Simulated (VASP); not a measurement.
```xyz
1
Lattice="-1.6195 1.6195 1.6195 1.6195 -1.6195 1.6195 1.6195 1.6195 -1.6195" Properties=species:S:1:pos:R:3 pbc="T T T"
Au     0.0000     0.0000     0.0000
```

All values below come from PBEsol GGA, VASP's PBE PAW potentials (set 64) (plane waves; VASP). Numerical set-up: 400 eV cut-off, 18×18×18 Γ-centred mesh, tetrahedra with Blöchl corrections, potentials Au.

Unless said otherwise, spin-orbit coupling is left out, though it shifts the bands of the heavy elements here.

Question: Predict the energy per atom (σ→0), band gap (on the k-mesh) with the smallest direct gap where there is one.

Answer: 
The band gap (on the k-mesh) is none (metal, semimetal or under 0.01 eV) and the energy per atom (σ→0) is -3.902 eV/atom.

Only differences to runs with the same potentials and settings are physical.

The structure was generated: Au was put into the bcc type (Im-3m), which need not be its known phase. It was relaxed first.
